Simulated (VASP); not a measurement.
Data:

```yaml
crystal:
  lattice:
    - [0.00000, 2.24325, 2.24325]
    - [2.24325, 0.00000, 2.24325]
    - [2.24325, 2.24325, 0.00000]
  atoms:
    - { symbol: Zr, position: [0.00000, 0.00000, 0.00000] }
    - { symbol: N, position: [0.50000, 0.50000, 0.50000] }
```

Calculation: rev-vdW-DF2, VASP's PBE PAW potentials (set 64) (plane waves; VASP). Run with 520 eV cut-off, 14×14×14 Γ-centred mesh, first-order Methfessel-Paxton smearing of 0.10 eV, potentials Zr_sv N.

### Question
What does the run give for the energy per atom (σ→0), pressure, band gap (on the k-mesh) with the smallest direct gap where there is one?

### Answer

The band gap (on the k-mesh) is none (metal, semimetal or under 0.01 eV) and the energy per atom (σ→0) is -8.573 eV/atom. The pressure is 18.25 GPa.

Total energies compare only between runs with the same potentials, cut-off and functional.

The compound is ZrN in the rock salt structure. This cell is one point of a volume scan, at 0.94 of the reference volume. The electron count is odd and the run is not spin-polarised, which forces a metal.
